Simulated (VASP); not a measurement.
Ag:

```
Ag
1.0
     0.00000    2.06750    2.06750
     2.06750    0.00000    2.06750
     2.06750    2.06750    0.00000
Ag
1
Direct
  0.00000 0.00000 0.00000
```

* Program: VASP 6.6.1
* Task: relaxation of cell and atoms
* Functional: PBEsol
* Potentials or basis: VASP PAW PBE potentials, release 64 (Ag)
* Cutoff: 600 eV
* k mesh: 6 × 6 × 6
* Occupations: gaussian, width 0.1 eV
* Spin: no spin polarisation

At the start: pressure -5.5 GPa; volume 17.68 Å³/atom.

Q: How do energy, volume and symmetry change on relaxing?

A: Over 3 steps the energy falls by 16.9 meV/atom and the volume is 16.75 Å³/atom (-5.3 %); space group Fm-3m (No. 225, to 0.05 Å).

The path:
```csv
step,energy change (eV),largest force (eV/Å),pressure (GPa),volume (Å³)
1,0.0000,0.0000,-5.46,17.68
2,-0.0093,0.0000,4.50,16.18
3,-0.0169,0.0000,-0.01,16.75
```

Final structure:
```
Ag
1.0
     0.00000    2.03065    2.03065
     2.03065    0.00000    2.03065
     2.03065    2.03065    0.00000
Ag
1
Cartesian
  0.0000 0.0000 0.0000
```

Caveat: the k mesh is coarse (spacing up to 0.44 Å⁻¹), so the values aren't converged; the PAW data sets were made with another functional, which shifts forces and pressure a little.
